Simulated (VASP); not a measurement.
```xyz
4
Lattice="1.5912 -2.7561 0.0000 1.5912 2.7561 0.0000 0.0000 0.0000 5.1801" Properties=species:S:1:pos:R:3 pbc="T T T"
Ga     1.5912    -0.9187     2.5902
Ga     1.5912     0.9187     0.0002
N      1.5912    -0.9187     4.5428
N      1.5912     0.9187     1.9527
```

These are PBEsol GGA, VASP's PBE PAW potentials (set 64) (plane waves; VASP) values and carry that method's errors. Run with 520 eV cut-off, Gaussian smearing of 0.050 eV, potentials Ga_d N.

Task: What does the run give for the band gap (along the path) with the smallest direct gap where there is one?

Result: 
The band gap (along the path) is 1.91 eV and the smallest direct gap (along the path) is 1.91 eV.

The compound is GaN in the wurtzite structure. It was relaxed first.
